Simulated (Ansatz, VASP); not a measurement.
# VSe2 in two plane-wave programs, part 2 of 2

Wanted: the spread between two codes on one cell, functional and k mesh. The cell is taken from a series of runs on this material, whose earlier steps may have relaxed, scaled, displaced or heated it; both programs get it as it stands.

VASP 6.6.1 and Ansatz 0.2.0.

So far: Set-up; Ansatz: relaxation of cell and atoms, PBEsol.

### Step 3. VASP: relaxation of cell and atoms, PBEsol

Level of this step: PBEsol, zero-moment start; plane waves and PAW (V_sv, Se) (VASP).

The same cell, functional, mesh and smearing now go to VASP, with its own data sets.

Lines of VASP's logs that name or quote its potential files are left out, and so is its time.

The input, INCAR:

```
SYSTEM = VSe2
PREC = Accurate
ENCUT = 500
EDIFF = 1E-07
NELM = 200
ISMEAR = 0
SIGMA = 0.15
LREAL = .FALSE.
ALGO = Normal
GGA = PS
NBANDS = 20
ISPIN = 2
MAGMOM = 0 -0 -0
LASPH = .TRUE.
LMAXMIX = 4
LORBIT = 11
LWAVE = .FALSE.
LCHARG = .FALSE.
ISIF = 3
IBRION = 2
NSW = 80
EDIFFG = -0.005
GGA_COMPAT = .FALSE.
NELMIN = 4
```

The input, POSCAR:

```
VSe2
1.0
    3.2771610000      0.0000000000      0.0000000000
   -1.6385810000      2.8381050000      0.0000000000
    0.0000000000      0.0000000000      6.1563290000
V Se
1 2
Direct
    0.0000000000      0.0000000000      0.0000000000
    0.3333334350      0.6666666667      0.2549676926
    0.6666668701      0.3333333333      0.7450323074
```

The input, KPOINTS:

```
Automatic mesh
0
Gamma
9 9 5
0 0 0
```

The projector-augmented-wave data sets are V_sv and Se (PBE family, release 64).

Run with:

```bash
$ mpirun -np 1 vasp_std
```

Numbers of over 12 decimals in the logs are rounded to 6 here.

Output:

```text
[banner, memory and clock lines left out]
running    1 mpi-ranks, on    1 nodes
 distrk:  each k-point on    1 cores,    1 groups
 distr:  one band on    1 cores,    1 groups

 POSCAR found type information on POSCAR V Se
 POSCAR found :  2 types and       3 ions
|                                                                             |
|               ----> ADVICE to this user running VASP <----                  |
|                                                                             |
|     You enforced a specific xc type in the INCAR file but a different       |
|     [... a line on the potential file left out ...]
|     I HOPE YOU KNOW WHAT YOU ARE DOING!                                     |
|                                                                             |

 LDA part: xc-table for (Slater+PW92), standard interpolation
 POSCAR, INCAR and KPOINTS ok, starting setup
 FFT: planning ... GRIDC
 FFT: planning ... GRID_SOFT
 FFT: planning ... GRID
 WAVECAR not read
 entering main loop
       N       E                     dE             d eps       ncg     rms          rms(c)
DAV:   1     0.192451541057E+03    0.19245E+03   -0.11806E+04  4088   0.115E+03
DAV:   2    -0.112127240593E+02   -0.20366E+03   -0.19750E+03  4264   0.321E+02
DAV:   3    -0.221757772950E+02   -0.10963E+02   -0.10729E+02  4820   0.718E+01
DAV:   4    -0.223219287105E+02   -0.14615E+00   -0.14594E+00  4488   0.825E+00
DAV:   5    -0.223229993761E+02   -0.10707E-02   -0.10705E-02  4680   0.790E-01    0.216E+01
DAV:   6    -0.252739125459E+02   -0.29509E+01   -0.72499E+01  4132   0.508E+01    0.241E+01
DAV:   7    -0.202049991727E+02    0.50689E+01   -0.76606E+01  4612   0.533E+01    0.958E+00
DAV:   8    -0.195699388836E+02    0.63506E+00   -0.31535E+00  4424   0.115E+01    0.229E+00
DAV:   9    -0.195253230627E+02    0.44616E-01   -0.24812E-01  4580   0.305E+00    0.662E-01
DAV:  10    -0.195233000908E+02    0.20230E-02   -0.13065E-02  4532   0.799E-01    0.304E-01
DAV:  11    -0.195228089502E+02    0.49114E-03   -0.41228E-03  4436   0.497E-01    0.732E-02
DAV:  12    -0.195228222877E+02   -0.13337E-04   -0.37063E-04  4472   0.141E-01    0.432E-02
DAV:  13    -0.195228110759E+02    0.11212E-04   -0.60068E-05  4448   0.581E-02    0.963E-03
DAV:  14    -0.195228109303E+02    0.14566E-06   -0.44417E-06  4492   0.127E-02    0.477E-03
DAV:  15    -0.195228112711E+02   -0.34077E-06   -0.11632E-06  4360   0.767E-03    0.357E-03
DAV:  16    -0.195228112459E+02    0.25167E-07   -0.49738E-07  3520   0.501E-03
   1 F= -.19522811E+02 E0= -.19508474E+02  d E =-.195228E+02  mag=     0.0001
[...]
2 F= -.19522844E+02 E0= -.19508453E+02  d E =-.325187E-04  mag=     0.0001
[...]
3 F= -.19522864E+02 E0= -.19508493E+02  d E =-.526884E-04  mag=     0.0001
[...]
4 F= -.19522884E+02 E0= -.19508531E+02  d E =-.198980E-04  mag=     0.0001
 trial-energy change:   -0.000020  1 .order   -0.000020   -0.000033   -0.000007
 step:   1.1775(harm=  1.1775)  dis= 0.00074  next Energy=   -19.522885 (dE=-0.210E-04)
 bond charge predicted
       N       E                     dE             d eps       ncg     rms          rms(c)
DAV:   1    -0.195229063841E+02   -0.22515E-04   -0.41661E-04  4000   0.218E-01    0.489E-02
DAV:   2    -0.195229386185E+02   -0.32234E-04   -0.66746E-04  4272   0.180E-01    0.632E-02
DAV:   3    -0.195228860627E+02    0.52556E-04   -0.33390E-04  4272   0.114E-01    0.915E-03
DAV:   4    -0.195228848929E+02    0.11698E-05   -0.83331E-06  4376   0.210E-02    0.388E-03
DAV:   5    -0.195228849296E+02   -0.36661E-07   -0.27421E-07  3504   0.350E-03
   5 F= -.19522885E+02 E0= -.19508538E+02  d E =-.209953E-04  mag=     0.0001
 curvature:  -0.71 expect dE=-0.313E-05 dE for cont linesearch -0.203E-08
 trial: gam= 0.16683 g(F)=  0.230E-05 g(S)=  0.210E-05 ort = 0.351E-06 (trialstep = 0.975E+00)
 search vector abs. value=  0.571E-05
 reached required accuracy - stopping structural energy minimisation
```

From OUTCAR (step 3):

```text
ion  position               nearest neighbor table
   1  0.000  0.000  0.000-   3 2.46   2 2.46   2 2.46   3 2.46   2 2.46   3 2.46
   2  0.333  0.667  0.255-   1 2.46   1 2.46   1 2.46
   3  0.667  0.333  0.745-   1 2.46   1 2.46   1 2.46

  LATTYP: Found a hexagonal cell.
 ALAT       =     3.2771610000
 C/A-ratio  =     1.8785555546

 Subroutine GETGRP returns: Found 12 space group operations
 (whereof 12 operations were pure point group operations)

The static configuration has the point symmetry D_3d.

 Found     50 irreducible k-points:

   k-points           NKPTS =     50   k-points in BZ     NKDIM =     50   number of bands    NBANDS=     20

   dimension x,y,z NGX =    24 NGY =   24 NGZ =   48
   dimension x,y,z NGXF=    48 NGYF=   48 NGZF=   96

   ENCUT  =  500.0 eV  36.75 Ry    6.06 a.u.   5.98  5.98 11.22*2*pi/ulx,y,z

   NELECT =      25.0000    total number of electrons

 k-points in reciprocal lattice and weights: Automatic mesh
   0.00000000  0.00000000  0.00000000       0.002
   0.11111111 -0.00000000  0.00000000       0.015
   0.22222222 -0.00000000  0.00000000       0.015
   0.33333333  0.00000000  0.00000000       0.015
   0.44444444 -0.00000000  0.00000000       0.015
   0.11111111  0.11111111  0.00000000       0.015
   0.22222222  0.11111111  0.00000000       0.030
   0.33333333  0.11111111  0.00000000       0.030
   0.44444444  0.11111111  0.00000000       0.015
[...]
-0.22222222 -0.44444444  0.40000000       0.030
   0.33333333  0.33333333  0.40000000       0.010

 average (electrostatic) potential at core
       1 -74.8690       2 -52.4626       3 -52.4626

 E-fermi :   5.8295

 spin component 1
 k-point     1 :       0.0000    0.0000    0.0000
  band No.  band energies     occupation
    ...
      9       3.5446      1.00000
     10       5.2997      1.00000
     11       5.4717      0.99963
     12       5.7535      0.76335
     13       5.7535      0.76335
     14       6.9259      0.00000
     15       6.9259      0.00000
     16       9.1899      0.00000
     17       9.1899      0.00000
     18      12.1842      0.00000
    ...

 k-point     2 :       0.1111   -0.0000    0.0000
  band No.  band energies     occupation
    ...
      9       3.5858      1.00000
     10       4.9004      1.00000
     11       5.4110      0.99996
     12       5.4157      0.99995
     13       5.5566      0.99495
     14       6.6147      0.00000
     15       7.0663      0.00000
     16       8.6261      0.00000
     17       9.0927      0.00000
     18      12.8017      0.00000
    ...

 k-point     3 :       0.2222   -0.0000    0.0000
  band No.  band energies     occupation
    ...
      9       3.0618      1.00000
     10       3.6207      1.00000
     11       4.9204      1.00000
     12       4.9295      1.00000
     13       5.3996      0.99997
     14       6.6033      0.00000
     15       7.0300      0.00000
     16       8.5477      0.00000
     17       9.0600      0.00000
     18      13.3640      0.00000
    ...

 k-point     4 :       0.3333    0.0000    0.0000
  band No.  band energies     occupation
    ...
      9       1.6432      1.00000
     10       3.4927      1.00000
     11       3.8432      1.00000
     12       4.7301      1.00000
     13       5.2647      1.00000
     14       6.8375      0.00000
     15       6.8984      0.00000
     16       8.8942      0.00000
     17       9.1532      0.00000
     18      12.6692      0.00000
    ...

 k-point     5 :       0.4444   -0.0000    0.0000
  band No.  band energies     occupation
    ...
      9       2.1475      1.00000
     10       2.9658      1.00000
     11       3.3329      1.00000
     12       4.7058      1.00000
     13       5.1792      1.00000
     14       6.7452      0.00000
     15       7.1670      0.00000
     16       8.6899      0.00000
     17       9.2201      0.00000
     18      12.1038      0.00000
    ...

 k-point     6 :       0.1111    0.1111    0.0000
  band No.  band energies     occupation
    ...
      9       3.4698      1.00000
     10       3.9257      1.00000
     11       4.4665      1.00000
     12       5.3222      1.00000
     13       5.5865      0.98903
     14       6.6821      0.00000
     15       6.9585      0.00000
     16       8.5799      0.00000
     17       8.8076      0.00000
     18      13.4285      0.00000
    ...

  Total        0.0064340      0.0064340     -0.0068992     -0.0000000      0.0000000     -0.0000000
  in kB        0.1801056      0.1801056     -0.1931286     -0.0000000      0.0000000     -0.0000000
  external PRESSURE =       0.0556942 kB  Pullay stress =       0.0000000 kB

  energy-cutoff  :      500.00
  volume of cell :       57.24
      direct lattice vectors                 reciprocal lattice vectors
     3.275483039  0.000000000  0.000000000     0.305298482  0.176264195 -0.000000000
    -1.637742019  2.836651842 -0.000000000    -0.000000000  0.352528282  0.000000000
     0.000000000 -0.000000000  6.160022954    -0.000000000  0.000000000  0.162337057

 POSITION                                       TOTAL-FORCE (eV/Angst)
 -----------------------------------------------------------------------------------
      3.27548      0.00000      0.00000         0.000000      0.000000      0.000000
     -0.00000      1.89110      1.57232        -0.000000     -0.000000      0.004886
      1.63774      0.94555      4.58771         0.000000      0.000000     -0.004886
 -----------------------------------------------------------------------------------
    total drift:                               -0.000311     -0.000000     -0.000000

  FREE ENERGIE OF THE ION-ELECTRON SYSTEM (eV)
  ---------------------------------------------------
  free  energy   TOTEN  =       -19.5228849296 eV

  energy  without entropy=      -19.4941902322  energy(sigma->0) =      -19.50853758

 reached required accuracy - stopping structural energy minimisation

 total charge
# of ion       s       p       d       tot
------------------------------------------
    1        2.246   6.229   3.086  11.562
    2        1.483   2.312   0.058   3.853
    3        1.483   2.312   0.058   3.853
--------------------------------------------------
tot          5.213  10.853   3.202  19.268

 magnetization (x)
# of ion       s       p       d       tot
------------------------------------------
    1        0.000   0.000   0.000   0.000
    2        0.000  -0.000   0.000  -0.000
    3        0.000  -0.000   0.000  -0.000
--------------------------------------------------
tot          0.000  -0.000   0.000   0.000

[... 6 further parts left out ...]
```

This run allows spin, but its moments start at zero, where symmetry between the spins tends to hold them, although V can carry a moment. Its electron count is odd, so without a moment it is a metal by construction.

### Step 4. Side by side

Known differences besides the potentials themselves: the data sets hold 45 valence electrons in Ansatz (on its PAW soft_1 files) and 25 in VASP; the cutoff is 420 eV in Ansatz and 500 eV in VASP; Ansatz makes its cores anew for this functional, VASP keeps those of its PBE data sets; Ansatz adds a Pulay correction to the stress that steers its cell, VASP none. Total energies have different zeros and are not compared.

Both answers:

| quantity | Ansatz | VASP | difference |
| --- | --- | --- | --- |
| volume (Å³) | 57.09 | 57.24 | -0.25 % |
| edge a after relaxation, in the typed setting (Å) | 3.274 | 3.276 | -0.04 % |
| edge c after relaxation, in the typed setting (Å) | 6.149 | 6.160 | -0.17 % |

### Step 5. Summary of results

| Property | Result |
| --- | --- |
| difference in volume (relaxation of cell and atoms, PBEsol) | -0.25 % |

What this shows: The difference in volume is -0.25 % (relaxation of cell and atoms, PBEsol), within the 1.2 % picked in this series as the mark of a large difference, as far as the stopping tolerances let one tell. The data sets hold unlike numbers of valence electrons (45 in Ansatz and 25 in VASP), so part of the differences comes from the potentials. How closely two codes agree says nothing of how well the functional describes the real material.

[Lines on the potential files, build, host, timing and source positions are cut from VASP's logs without a mark.]

[Logs are printed without paths, hosts, clocks, repeated set-up lines and the standing remarks that a program may print on its own settings, such as how far it seeks lower states.]

[Hosts, paths, dates, database ids (printed as entryN), source tags and the programs' standing remarks are cut or masked in the printed files.]
